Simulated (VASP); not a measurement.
**Faces of rock-salt TiC**

How far do face, termination and an added layer move the work function? Model: rock-salt TiC at a = 4.31 A.

Program: VASP 6.6.1. Level of theory: PBEsol; plane waves and PAW (Ti_sv, C), in the first sound run; inputs show where later runs differ. Results are calculated unless marked as measured.

## 1. Set-up

The cell holds 11 atoms: 6 Ti and 5 C. Its edges and angles: a = 3.048 Å, b = 3.048 Å, c = 28.442 Å, α = 90.0°, β = 90.0°, γ = 120.0°. It derives from TiC. Vacuum lies along c.

## 2. Relax the state, PBEsol

State “TiC(111), Ti ends”: the free atoms relax.

Level: PBEsol; plane waves and PAW (Ti_sv, C).

The input, INCAR:

```
SYSTEM = Ti6C5
PREC = Normal
ENCUT = 400
EDIFF = 1E-05
NELM = 120
ISMEAR = 1
SIGMA = 0.1
LREAL = Auto
ALGO = Fast
GGA = PS
NBANDS = 57
LASPH = .TRUE.
LORBIT = 11
LWAVE = .FALSE.
LCHARG = .FALSE.
KPAR = 2
IBRION = 2
NSW = 80
ISIF = 2
EDIFFG = -0.04
POTIM = 0.4
MAXMIX = 40
IDIPOL = 3
LDIPOL = .TRUE.
DIPOL = 0.5 0.5 0.5
ISYM = 2
```

The input, POSCAR:

```
Ti6C5
1.0
    3.0476302270      0.0000000000      0.0000000000
   -1.5238151130      2.6393251980      0.0000000000
    0.0000000000      0.0000000000     28.4418983010
Ti C
6 5
Direct
    0.0000000000      0.0000000000      0.2812751780
    0.6666666670      0.3333333330      0.3687651070
    0.3333333330      0.6666666670      0.4562550360
    0.0000000000      0.0000000000      0.5437449640
    0.6666666670      0.3333333330      0.6312348930
    0.3333333330      0.6666666670      0.7187248220
    0.3333333330      0.6666666670      0.3250201420
    0.0000000000      0.0000000000      0.4125100710
    0.6666666670      0.3333333330      0.5000000000
    0.3333333330      0.6666666670      0.5874899290
    0.0000000000      0.0000000000      0.6749798580
```

The input, KPOINTS:

```
Automatic mesh
0
Gamma
12 12 1
0 0 0
```

PAW data sets: Ti_sv and C (PBE family, release 64).

The run is started by

```bash
> mpirun -np 2 vasp_std
```

What it wrote:

```text
[banner, memory and clock lines left out]
running    2 mpi-ranks, on    1 nodes
[...]
|                                                                             |
|               ----> ADVICE to this user running VASP <----                  |
|                                                                             |
|     You enforced a specific xc type in the INCAR file but a different       |
|     [... a line on the potential file left out ...]
|     I HOPE YOU KNOW WHAT YOU ARE DOING!                                     |
|                                                                             |

 LDA part: xc-table for (Slater+PW92), standard interpolation
 POSCAR, INCAR and KPOINTS ok, starting setup
[...]
entering main loop
       N       E                     dE             d eps       ncg     rms          rms(c)
DAV:   1     0.117629501830E+04    0.11763E+04   -0.42641E+04  2334   0.150E+03
DAV:   2     0.622794385939E+02   -0.11140E+04   -0.10781E+04  2302   0.512E+02
[...]
WARNING in EDDRMM: call to ZHEGV failed, returncode =   6  3     30
   5 F= -.10563099E+03 E0= -.10563155E+03  d E =-.101593E-01
   6 F= -.10563111E+03 E0= -.10563167E+03  d E =-.102756E-01
[...]
WARNING in EDDRMM: call to ZHEGV failed, returncode =   8  4     29
[...]
WARNING in EDDRMM: call to ZHEGV failed, returncode =   8  4     10
   7 F= -.10563636E+03 E0= -.10563695E+03  d E =-.524916E-02
   8 F= -.10563968E+03 E0= -.10564032E+03  d E =-.857594E-02
[...]
WARNING in EDDRMM: call to ZHEGV failed, returncode =   6  3     25
   9 F= -.10564405E+03 E0= -.10564469E+03  d E =-.436760E-02
  10 F= -.10564972E+03 E0= -.10565036E+03  d E =-.100362E-01
  11 F= -.10565334E+03 E0= -.10565399E+03  d E =-.361463E-02
  12 F= -.10565686E+03 E0= -.10565757E+03  d E =-.714324E-02
  13 F= -.10565698E+03 E0= -.10565769E+03  d E =-.725475E-02
[...]
WARNING in EDDRMM: call to ZHEGV failed, returncode =   8  4     32
  14 F= -.10565710E+03 E0= -.10565781E+03  d E =-.123610E-03
 trial-energy change:   -0.000124  1 .order   -0.000087   -0.000294    0.000121
 step:   0.9006(harm=  0.9006)  dis= 0.00137  next Energy=  -105.657080 (dE=-0.104E-03)
 reached required accuracy - stopping structural energy minimisation
```

Elapsed: 19 min, on 2 MPI ranks of AMD EPYC 7R43, shared host; peak memory 0.48 GiB.

The logs omit lines about the potential files and the build; timing stands in the text.

From OUTCAR (step 2):

```text
  Total       -0.0744736     -0.0744736     -1.3287972     -0.0000000      0.0000000      0.0000000
  in kB       -0.5215539     -0.5215539     -9.3058389     -0.0000000      0.0000000      0.0000000
  external PRESSURE =      -3.4496489 kB  Pullay stress =       0.0000000 kB

 POSITION                                       TOTAL-FORCE (eV/Angst)
 -----------------------------------------------------------------------------------
     -0.00000      0.00000      8.19716         0.000000     -0.000000      0.005294
      1.52382      0.87978     10.58632        -0.000000     -0.000000      0.018318
     -0.00000      1.75955     13.00626        -0.000000      0.000000     -0.020766
      0.00000      0.00000     15.43564         0.000000     -0.000000      0.020766
      1.52382      0.87978     17.85558         0.000000     -0.000000     -0.018318
     -0.00000      1.75955     20.24474         0.000000      0.000000     -0.005294
     -0.00000      1.75955      9.20643         0.000000     -0.000000     -0.005029
     -0.00000      0.00000     11.74577         0.000000      0.000000      0.012021
      1.52382      0.87978     14.22095        -0.000000     -0.000000      0.000000
     -0.00000      1.75955     16.69613        -0.000000     -0.000000     -0.012021
     -1.52382      2.63933     19.23547        -0.000000     -0.000000      0.005029
 -----------------------------------------------------------------------------------
    total drift:                                0.000001      0.000000     -0.004638

  FREE ENERGIE OF THE ION-ELECTRON SYSTEM (eV)
  ---------------------------------------------------
  free  energy   TOTEN  =      -105.6570989857 eV

  energy  without entropy=     -105.6592433098  energy(sigma->0) =     -105.65781376

 reached required accuracy - stopping structural energy minimisation

[... 3 further parts left out ...]
[key lines of the parts left out:]
E-fermi :   2.6558
```

Numbers from this step:

```
energy(sigma→0) of the program : -105.6578 eV
ionic steps                    : 14
```

## 3. Potential of the state, PBEsol

State “TiC(111), Ti ends”: a tighter run that also writes the potential.

Level: PBEsol; plane waves and PAW (Ti_sv, C).

The input, INCAR:

```
SYSTEM = Ti6C5
PREC = Normal
ENCUT = 400
EDIFF = 1E-06
NELM = 120
ISMEAR = 1
SIGMA = 0.1
LREAL = Auto
ALGO = Fast
GGA = PS
NBANDS = 57
LASPH = .TRUE.
LORBIT = 11
LWAVE = .FALSE.
LCHARG = .FALSE.
KPAR = 2
IDIPOL = 3
LDIPOL = .TRUE.
DIPOL = 0.5 0.5 0.5
LVHAR = .TRUE.
LVACPOTAV = .TRUE.
NEDOS = 1500
```

The input, POSCAR:

```
Ti6C5
1.0
    3.0476302270      0.0000000000      0.0000000000
   -1.5238151130      2.6393251980      0.0000000000
    0.0000000000      0.0000000000     28.4418983010
Ti C
6 5
Direct
    0.0000000000      0.0000000000      0.2882071133
    0.6666666670      0.3333333330      0.3722086045
    0.3333333330      0.6666666670      0.4572923758
    0.0000000000      0.0000000000      0.5427076242
    0.6666666670      0.3333333330      0.6277913955
    0.3333333330      0.6666666670      0.7117928867
    0.3333333330      0.6666666670      0.3236923683
    0.0000000000      0.0000000000      0.4129740753
    0.6666666670      0.3333333330      0.5000000000
    0.3333333330      0.6666666670      0.5870259247
    0.0000000000      0.0000000000      0.6763076317
```

KPOINTS is that of step 2.

The run is started by

```bash
> mpirun -np 2 vasp_std
```

What it wrote:

```text
[banner, memory and clock lines left out]
running    2 mpi-ranks, on    1 nodes
[...]
[... a notice as in an earlier step ...]

 LDA part: xc-table for (Slater+PW92), standard interpolation
 POSCAR, INCAR and KPOINTS ok, starting setup
[...]
entering main loop
       N       E                     dE             d eps       ncg     rms          rms(c)
DAV:   1     0.118598667377E+04    0.11860E+04   -0.42854E+04  2342   0.150E+03
DAV:   2     0.623512661149E+02   -0.11236E+04   -0.10912E+04  2304   0.512E+02
DAV:   3    -0.115623645171E+03   -0.17797E+03   -0.17507E+03  3299   0.185E+02
DAV:   4    -0.138054739563E+03   -0.22431E+02   -0.22339E+02  3348   0.587E+01
[...]
RMM:  23    -0.105656493331E+03   -0.21227E-03   -0.22955E-03  3736   0.123E-01    0.608E-03
RMM:  24    -0.105656645023E+03   -0.15169E-03   -0.16937E-03  3550   0.104E-01    0.941E-03
RMM:  25    -0.105656752525E+03   -0.10750E-03   -0.12424E-03  3639   0.901E-02    0.201E-02
WARNING in EDDRMM: call to ZHEGV failed, returncode =   6  3     26
RMM:  26    -0.105656839250E+03   -0.86725E-04   -0.90463E-04  3546   0.778E-02    0.157E-02
WARNING in EDDRMM: call to ZHEGV failed, returncode =   8  4     21
RMM:  27    -0.105656903478E+03   -0.64228E-04   -0.65899E-04  3521   0.676E-02    0.116E-02
RMM:  28    -0.105656959611E+03   -0.56133E-04   -0.50404E-04  3748   0.615E-02    0.571E-03
RMM:  29    -0.105656994556E+03   -0.34946E-04   -0.36996E-04  3143   0.508E-02    0.527E-03
RMM:  30    -0.105657023943E+03   -0.29386E-04   -0.27361E-04  3226   0.452E-02    0.637E-03
RMM:  31    -0.105657049052E+03   -0.25109E-04   -0.20996E-04  3199   0.408E-02    0.114E-02
RMM:  32    -0.105657065230E+03   -0.16178E-04   -0.15770E-04  2962   0.348E-02    0.126E-02
WARNING in EDDRMM: call to ZHEGV failed, returncode =   6  3     16
RMM:  33    -0.105657077553E+03   -0.12323E-04   -0.12350E-04  2973   0.306E-02    0.137E-02
WARNING in EDDRMM: call to ZHEGV failed, returncode =   8  4     20
WARNING in EDDRMM: call to ZHEGV failed, returncode =   8  4     12
WARNING in EDDRMM: call to ZHEGV failed, returncode =   6  3      9
RMM:  34    -0.105657084617E+03   -0.70638E-05   -0.92971E-05  2896   0.269E-02    0.118E-02
WARNING in EDDRMM: call to ZHEGV failed, returncode =   8  4     29
RMM:  35    -0.105657090056E+03   -0.54388E-05   -0.77111E-05  2824   0.237E-02    0.953E-03
WARNING in EDDRMM: call to ZHEGV failed, returncode =   8  4     30
RMM:  36    -0.105657094523E+03   -0.44669E-05   -0.56180E-05  2649   0.207E-02    0.906E-03
RMM:  37    -0.105657097886E+03   -0.33638E-05   -0.46496E-05  2619   0.188E-02    0.812E-03
RMM:  38    -0.105657100578E+03   -0.26921E-05   -0.35050E-05  2522   0.169E-02    0.781E-03
RMM:  39    -0.105657102783E+03   -0.22049E-05   -0.28554E-05  2418   0.154E-02    0.753E-03
RMM:  40    -0.105657104102E+03   -0.13186E-05   -0.22402E-05  2573   0.143E-02    0.666E-03
RMM:  41    -0.105657105154E+03   -0.10519E-05   -0.17951E-05  2492   0.131E-02    0.618E-03
RMM:  42    -0.105657106480E+03   -0.13257E-05   -0.15110E-05  2535   0.121E-02    0.634E-03
RMM:  43    -0.105657106995E+03   -0.51552E-06   -0.11348E-05  2290   0.109E-02    0.588E-03
RMM:  44    -0.105657107600E+03   -0.60503E-06   -0.91264E-06  2169   0.100E-02
|                                                                             |
|           W    W    AA    RRRRR   N    N  II  N    N   GGGG   !!!           |
|           W    W   A  A   R    R  NN   N  II  NN   N  G    G  !!!           |
|           W    W  A    A  R    R  N N  N  II  N N  N  G       !!!           |
|           W WW W  AAAAAA  RRRRR   N  N N  II  N  N N  G  GGG   !            |
|           WW  WW  A    A  R   R   N   NN  II  N   NN  G    G                |
|           W    W  A    A  R    R  N    N  II  N    N   GGGG   !!!           |
|                                                                             |
|     Did not find any points to average over, which means that no vacuum     |
|     field-free region was found. Please increase the size of  your cell     |
|     in the dimension of the dipole correction to obtain accurate            |
|     workfunction values.                                                    |
|                                                                             |

   1 F= -.10565711E+03 E0= -.10565782E+03  d E =0.214234E-02
```

Wall time 2.9 min (2 MPI ranks); peak memory 0.44 GiB; 5.7 min of CPU time.

OUTCAR, selected parts (step 3):

```text
  LATTYP: Found a hexagonal cell.
 ALAT       =     3.0476302270
 C/A-ratio  =     9.3324636464

 Subroutine GETGRP returns: Found 12 space group operations
 (whereof  6 operations were pure point group operations)

The static configuration has the point symmetry C_3v.
 The point group associated with its full space group is D_3d.

 Found     19 irreducible k-points:

   dimension x,y,z NGX =    16 NGY =   16 NGZ =  140
   dimension x,y,z NGXF=    32 NGYF=   32 NGZF=  280

   ENCUT  =  400.0 eV  29.40 Ry    5.42 a.u.   4.97  4.97 46.38*2*pi/ulx,y,z

   NELECT =      92.0000    total number of electrons

 dipolmoment           0.000000      0.000000      0.000018 electrons x Angstroem

 E-fermi :   2.6546

 k-point     1 :       0.0000    0.0000    0.0000
  band No.  band energies     occupation
    ...
     42       1.7933      2.00000
     43       2.2747      2.00000
     44       2.3274      2.00004
     45       2.3274      2.00004
     46       2.4015      2.00201
     47       3.2244     -0.00000
     48       3.2244     -0.00000
     49       3.3426     -0.00000
     50       3.6376     -0.00000
     51       3.6376     -0.00000
    ...

 k-point     2 :       0.0833   -0.0000    0.0000
  band No.  band energies     occupation
    ...
     42       1.7403      2.00000
     43       1.8402      2.00000
     44       2.1644      2.00000
     45       2.3403      2.00008
     46       2.4405      2.00986
     47       3.0343     -0.00000
     48       3.3391     -0.00000
     49       3.4383     -0.00000
     50       3.5258     -0.00000
     51       3.6017     -0.00000
    ...

  Total       -0.0604104     -0.0604104     -1.2949753     -0.0000000      0.0000000      0.0000000
  in kB       -0.4230663     -0.4230663     -9.0689769     -0.0000000      0.0000000      0.0000000
  external PRESSURE =      -3.3050365 kB  Pullay stress =       0.0000000 kB

 POSITION                                       TOTAL-FORCE (eV/Angst)
 -----------------------------------------------------------------------------------
      0.00000      0.00000      8.19716         0.000000     -0.000000      0.002258
      1.52382      0.87978     10.58632        -0.000000     -0.000000      0.014407
     -0.00000      1.75955     13.00626        -0.000000     -0.000000     -0.019399
      0.00000      0.00000     15.43564        -0.000000      0.000000      0.019399
      1.52382      0.87978     17.85558         0.000000     -0.000000     -0.014407
     -0.00000      1.75955     20.24474        -0.000000     -0.000000     -0.002258
     -0.00000      1.75955      9.20643         0.000000      0.000000     -0.011154
      0.00000      0.00000     11.74577         0.000000     -0.000000      0.007738
      1.52382      0.87978     14.22095         0.000000     -0.000000     -0.000000
     -0.00000      1.75955     16.69613        -0.000000     -0.000000     -0.007738
      0.00000      0.00000     19.23547        -0.000000     -0.000000      0.011154
 -----------------------------------------------------------------------------------
    total drift:                                0.000001      0.000000      0.002648

  FREE ENERGIE OF THE ION-ELECTRON SYSTEM (eV)
  ---------------------------------------------------
  free  energy   TOTEN  =      -105.6571076001 eV

  energy  without entropy=     -105.6592499354  energy(sigma->0) =     -105.65782171

 vacuum level on the upper side and lower side of the slab         7.362         7.362

 total charge
# of ion       s       p       d       tot
------------------------------------------
    1        2.224   6.179   2.028  10.431
    2        2.201   6.255   1.995  10.451
    3        2.204   6.263   1.999  10.466
    4        2.204   6.263   1.999  10.466
    5        2.201   6.255   1.995  10.451
    6        2.224   6.179   2.028  10.431
    7        0.898   1.535   0.000   2.433
    8        0.895   1.522   0.000   2.417
    9        0.896   1.517   0.000   2.413
   10        0.895   1.522   0.000   2.417
   11        0.898   1.535   0.000   2.433
--------------------------------------------------
tot         17.740  45.025  12.043  74.809

[... 2 parts as in an earlier step ...]

[... 7 further parts left out ...]
```

This run gave:

* energy(sigma→0) of the program: -105.6578 eV
* work function, upper and lower side: 4.71, 4.71 eV

VASP warns that it found no field-free region by its own threshold; the planar potential, read 60 % of the way from the top atom to the cell's edge, stands at 4.73 eV above the Fermi level.

[end of part 1 of 2]

[Lines on the potential files, build, host, timing and source positions are cut from VASP's logs without a mark.]

[Logs are printed without paths, hosts, clocks, repeated set-up lines and the standing remarks that a program may print on its own settings, such as how far it seeks lower states.]

[Hosts, paths, dates, database ids (printed as entryN), source tags and the programs' standing remarks are cut or masked in the printed files.]
